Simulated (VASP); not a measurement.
The system is Ca3InSn.

```
Ca In Sn
1.0
     5.16368    0.00000    0.00000
     0.00000    5.16368    0.00000
     0.00000    0.00000    5.16368
Ca In Sn
3 1 1
Direct
  0.50000 0.50000 0.00000
  0.00000 0.50000 0.50000
  0.50000 0.00000 0.50000
  0.50000 0.50000 0.50000
  0.00000 0.00000 0.00000
```

The cell was built by a generator and needn't be a form met in nature.

* Program: VASP 6.6.1
* Task: relaxation of cell and atoms
* Functional: PBE
* Potentials or basis: VASP PAW PBE potentials, release 64 (Ca_sv, In_d, Sn_d)
* Cutoff: 600 eV
* k mesh: 7 × 7 × 7
* Occupations: fermi-dirac, width 0.1 eV
* Spin: no spin polarisation

At the start: pressure 17.2 GPa; volume 27.54 Å³/atom.

How do energy, volume and symmetry change on relaxing?

Over 3 steps the energy falls by 511.8 meV/atom and the volume is 40.43 Å³/atom (+46.8 %); space group Pm-3m (No. 221, to 0.05 Å).

Step by step:
```csv
step,energy change (eV),largest force (eV/Å),pressure (GPa),volume (Å³)
1,0.0000,0.0000,17.25,137.68
2,-2.5569,0.0000,-0.27,205.60
3,-2.5591,0.0000,0.07,202.16
```

Final structure:
```cif
data_structure
_symmetry_space_group_name_H-M 'P 1'
_symmetry_Int_Tables_number 1
_cell_length_a 5.8691
_cell_length_b 5.8691
_cell_length_c 5.8691
_cell_angle_alpha 90.000
_cell_angle_beta 90.000
_cell_angle_gamma 90.000
_cell_volume 202.16
loop_
_atom_site_label
_atom_site_type_symbol
_atom_site_fract_x
_atom_site_fract_y
_atom_site_fract_z
_atom_site_occupancy
Ca1 Ca 0.50000 0.50000 0.00000 1
Ca2 Ca 0.00000 0.50000 0.50000 1
Ca3 Ca 0.50000 0.00000 0.50000 1
In1 In 0.50000 0.50000 0.50000 1
Sn1 Sn 0.00000 0.00000 0.00000 1
```

Caveat: the volume moved by over 15 % at a fixed basis, so the end points are rough.
